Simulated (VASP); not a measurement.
# InGaO2 (R-3m) in VASP: elastic constants with PBE

Aim: the elastic constants of InGaO2 with PBE.

All numbers are computed with VASP 6.6.1; they aren't measurements. Logs are shortened: lines on timing, memory, paths and dates and some standing lists are left out, and cuts for length are marked.

### 1 The crystal as given

It takes space group R-3m (No. 166, trigonal). Conventional cell: a = 3.040 Å, b = 3.040 Å, c = 19.861 Å, α = 90.00°, β = 90.00°, γ = 120.00°. In (site symmetry -3m) is surrounded by 2 O at 2.29 Å. Ga (site symmetry -3m) has 6 O at 2.03 Å as nearest neighbours. O (site symmetry 3m) is surrounded by 3 Ga at 2.03 Å and 1 In at 2.29 Å.

The cell was built by a generator and needn't be a form met in nature.

### 2 Elastic constants, PBE

Input file POSCAR:

```
InGaO2
1.0
    1.5198190000      0.8774680000      6.6203700000
   -1.5198190000      0.8774680000      6.6203700000
    0.0000000000     -1.7549360000      6.6203700000
In Ga O
1 1 2
Direct
    0.0000000000      0.0000000000      0.0000000000
    0.5000000000      0.5000000000      0.5000000000
    0.1151800000      0.1151800000      0.1151800000
    0.8848200000      0.8848200000      0.8848200000
```

Input file INCAR.step1:

```
SYSTEM = InGaO2
ALGO     = Fast           ! electronic algorithm
EDIFF    = 1E-8           ! SCF threshold, eV
EDIFFG   = -0.002         ! ionic threshold
ENCUT    = 520            ! plane-wave cutoff, eV
GGA      = PE             ! functional
IBRION   = 2              ! ionic algorithm
ISIF     = 3              ! what is computed and relaxed
ISMEAR   = 0              ! smearing method
KPAR     = 8            
LASPH    = .True.         ! aspherical terms in the spheres
LCHARG   = .False.        ! write CHGCAR
LREAL    = .False.        ! projectors in reciprocal space
LWAVE    = .False.        ! write WAVECAR
NELM     = 60             ! most SCF steps
NSW      = 40             ! ionic steps
PREC     = Accurate       ! precision mode
SIGMA    = 0.1            ! smearing width, eV
```

Input file INCAR.step2:

```
SYSTEM = InGaO2
ALGO     = Fast           ! electronic algorithm
EDIFF    = 1E-8           ! SCF threshold, eV
ENCUT    = 520            ! plane-wave cutoff, eV
GGA      = PE             ! functional
IBRION   = 6              ! ionic algorithm
ISIF     = 3              ! what is computed and relaxed
ISMEAR   = 0              ! smearing method
KPAR     = 8            
LASPH    = .True.         ! aspherical terms in the spheres
LCHARG   = .False.        ! write CHGCAR
LREAL    = .False.        ! projectors in reciprocal space
LWAVE    = .False.        ! write WAVECAR
NELM     = 60             ! most SCF steps
NFREE    = 2            
NSW      = 1              ! ionic steps
POTIM    = 0.015          ! step
PREC     = Accurate       ! precision mode
SIGMA    = 0.1            ! smearing width, eV
```

Input file KPOINTS:

```
k-points
0
Gamma
  10 10 10
  0 0 0
```

Potentials or basis: VASP PAW PBE potentials, release 64 (In_d, Ga_d, O).

Command:

```
> cat potpaw_PBE.64/In_d/POTCAR potpaw_PBE.64/Ga_d/POTCAR potpaw_PBE.64/O/POTCAR > POTCAR
> cp INCAR.step1 INCAR
> mpirun -np 8 vasp_std > vasp.out
> cp CONTCAR POSCAR
> cp INCAR.step2 INCAR
> mpirun -np 8 vasp_std > vasp.out
```

OUTCAR:

```text
SYSTEM = InGaO2
   EDIFF = 1E-8
   ENCUT = 520
   GGA = PE
   IBRION = 6
   ISIF = 3
   ISMEAR = 0
   LASPH = .True.
   LREAL = .False.
   NELM = 60
   NFREE = 2
   NSW = 1
   POTIM = 0.015
   PREC = Accurate

 ion  position               nearest neighbor table
   1  0.000  0.000  0.000-   3 2.29   4 2.29
   2  0.500  0.500  0.500-   3 2.03   3 2.03   4 2.03   4 2.03   3 2.03   4 2.03
   3  0.115  0.115  0.115-   2 2.03   2 2.03   2 2.03   1 2.29
   4  0.885  0.885  0.885-   2 2.03   2 2.03   2 2.03   1 2.29

  LATTYP: Found a trigonal (rhomboedric) cell.
 ALAT       =     6.8488543213
 COS(alpha) =     0.9015902466

  Lattice vectors:

 A1 = (   1.5192245504,   0.8771247943,   6.6203787185)
 A2 = (  -1.5192245504,   0.8771247943,   6.6203787185)
 A3 = (   0.0000000000,  -1.7542495885,   6.6203787185)

Analysis of symmetry for initial positions (statically):
=====================================================================
 Subroutine PRICEL returns:
 Original cell was already a primitive cell.

 Routine SETGRP: Setting up the symmetry group for a
 trigonal (rhombohedral) supercell.

 Subroutine GETGRP returns: Found 12 space group operations
 (whereof 12 operations were pure point group operations)
 out of a pool of 12 trial point group operations.

The static configuration has the point symmetry D_3d.

Analysis of symmetry for dynamics (positions and initial velocities):
=====================================================================
 Subroutine PRICEL returns:
 Original cell was already a primitive cell.

 Routine SETGRP: Setting up the symmetry group for a
 trigonal (rhombohedral) supercell.

 Subroutine GETGRP returns: Found 12 space group operations
 (whereof 12 operations were pure point group operations)
 out of a pool of 12 trial point group operations.

[... 987 lines left out ...]
     22      11.9368      0.00000
     23      13.8135      0.00000

 [... further k-points ...]

------------------------ aborting loop because EDIFF is reached ----------------------------------------

  FORCE on cell =-STRESS in cart. coord.  units (eV):
  Direction    XX          YY          ZZ          XY          YZ          ZX
  --------------------------------------------------------------------------------------
  -------------------------------------------------------------------------------------
  Total       -0.1131508     -0.1131508     -0.0102082      0.0000000      0.0000000     -0.0000000
  in kB       -3.4249226     -3.4249233     -0.3089883      0.0000000      0.0000000     -0.0000000
  external PRESSURE =      -2.3862781 kB  Pullay stress =       0.0000000 kB
[... 19 lines left out ...]
  FREE ENERGIE OF THE ION-ELECTRON SYSTEM (eV)
  ---------------------------------------------------
  free  energy   TOTEN  =       -21.0226933445 eV

  energy  without entropy=      -21.0225173539  energy(sigma->0) =      -21.02260535

 INTERNAL STRAIN TENSORS FROM STRAINED CELLS
 ============================================

 INTERNAL STRAIN TENSOR FOR ION    1 for displacements in x,y,z  (eV/Angst):
          X           Y           Z          XY          YZ          ZX
  --------------------------------------------------------------------------------
  x    -0.00000    -0.00000    -0.00000     0.00000    -0.00000     0.00000
  y     0.00000    -0.00000     0.00000    -0.00000    -0.00000     0.00000
  z    -0.00000    -0.00000    -0.00000    -0.00000    -0.00000    -0.00000

 INTERNAL STRAIN TENSORS FROM DISPLACED ATOMS
 ============================================

 INTERNAL STRAIN TENSOR FOR ION    1 for displacements in x,y,z  (eV/Angst):
          X           Y           Z          XY          YZ          ZX
  --------------------------------------------------------------------------------
  x     0.00000     0.00000     0.00000     0.00000     0.00000     0.00000
  y     0.00000     0.00000     0.00000     0.00000     0.00000     0.00000
  z     0.00000     0.00000     0.00000     0.00000     0.00000     0.00000

 INTERNAL STRAIN TENSOR FOR ION    4 for displacements in x,y,z  (eV/Angst):
          X           Y           Z          XY          YZ          ZX
  --------------------------------------------------------------------------------
  x    -0.00000     0.00000     0.00000    -0.75335     0.00000    -4.72417
  y    -0.75335     0.75335    -0.00000     0.00000    -4.72418     0.00000
  z    -7.70365    -7.70365    -0.89360     0.00000     0.00000     0.00000

 Eigenvectors and eigenvalues of the dynamical matrix
 ----------------------------------------------------

   1 f  =   17.717486 THz   111.322245 2PiTHz  590.991703 cm-1    73.273599 meV
             X         Y         Z           dx          dy          dz
      0.000000  0.000000  0.000000     0.000000    0.000000    0.000000
      0.000000  0.000000  9.930568     0.000000    0.000000    0.000000
      0.000000  0.000000  2.287161     0.000000    0.000000   -0.707107
      0.000000  0.000000 17.573975    -0.000000   -0.000000    0.707107
[... 71 lines left out ...]
  12 f/i=    0.004871 THz     0.030604 2PiTHz    0.162472 cm-1     0.020144 meV
             X         Y         Z           dx          dy          dz
      0.000000  0.000000  0.000000     0.000000   -0.000000    0.728649
      0.000000  0.000000  9.930568     0.000000   -0.000000    0.567137
      0.000000  0.000000  2.287161     0.000000   -0.000000    0.271502
      0.000000  0.000000 17.573975     0.000000   -0.000000    0.271502

--------------------------------------------------------------------------------------------------------

 ELASTIC MODULI CONTR FROM IONIC RELAXATION (kBar)
 Direction    XX          YY          ZZ          XY          YZ          ZX
 --------------------------------------------------------------------------------
 XX        -179.8189   -169.8234    -20.2786      0.0000    -31.3404      0.0000
 YY        -169.8234   -179.8190    -20.2786      0.0000     31.3405      0.0000
 ZZ         -20.2786    -20.2786     -2.3523      0.0000      0.0000      0.0000
 XY           0.0000      0.0000      0.0000     -4.9978      0.0000    -31.3404
 YZ         -31.3404     31.3405      0.0000      0.0000   -196.5322      0.0000
 ZX           0.0000      0.0000      0.0000    -31.3404      0.0000   -196.5320
 --------------------------------------------------------------------------------

 TOTAL ELASTIC MODULI (kBar)
 Direction    XX          YY          ZZ          XY          YZ          ZX
 --------------------------------------------------------------------------------
 XX        2346.4945    808.4518    466.8008      0.0000     60.1107      0.0000
 YY         808.4518   2346.4955    466.8009      0.0000    -60.1108      0.0000
 ZZ         466.8008    466.8009   3458.6458      0.0000      0.0000      0.0000
 XY           0.0000      0.0000      0.0000    769.0216      0.0000     60.1107
 YZ          60.1107    -60.1108      0.0000      0.0000    451.9922      0.0000
 ZX           0.0000      0.0000      0.0000     60.1107      0.0000    451.9926
 --------------------------------------------------------------------------------
```

Wall time 1.7 h (8 MPI ranks of Intel Xeon 6975P-C (Granite Rapids), shared host); peak memory 1.1 GiB.

Results:

- Relaxed volume: 13.23 Å³/atom
- Relaxed cell: a = 6.849 Å, b = 6.849 Å, c = 6.849 Å, α = 25.63°, β = 25.63°, γ = 25.63°
- Space group after relaxing (to 0.05 Å): R-3m (No. 166)
- Voigt bulk modulus: 129 GPa
- Highest phonon frequency at Γ, LO-TO splitting left out: 591 cm⁻¹

Final structure:
```
CELL_PARAMETERS angstrom
1.51922 0.87712 6.62038
-1.51922 0.87712 6.62038
0.00000 -1.75425 6.62038
ATOMIC_POSITIONS crystal
In 0.00000 0.00000 0.00000
Ga 0.50000 0.50000 0.50000
O 0.11516 0.11516 0.11516
O 0.88484 0.88484 0.88484
```

Phonon frequencies in cm⁻¹ (negative: imaginary):
```tsv
q point	frequencies
(0.000, 0.000, 0.000)	0 0 0 59 59 210 322 322 342 342 417 591
```

Elastic tensor in Voigt notation (GPa, in the Cartesian axes of the cell as first typed):
```
235  81  47   6   0   0
 81 235  47  -6   0   0
 47  47 346   0   0   0
  6  -6   0  45   0   0
  0   0   0   0  45   6
  0   0   0   0   6  77
```

Clamped-ion elastic tensor (GPa):
```
253  98  49   9   0   0
 98 253  49  -9   0   0
 49  49 346   0   0   0
  9  -9   0  65   0   0
  0   0   0   0  65   9
  0   0   0   0   9  77
```
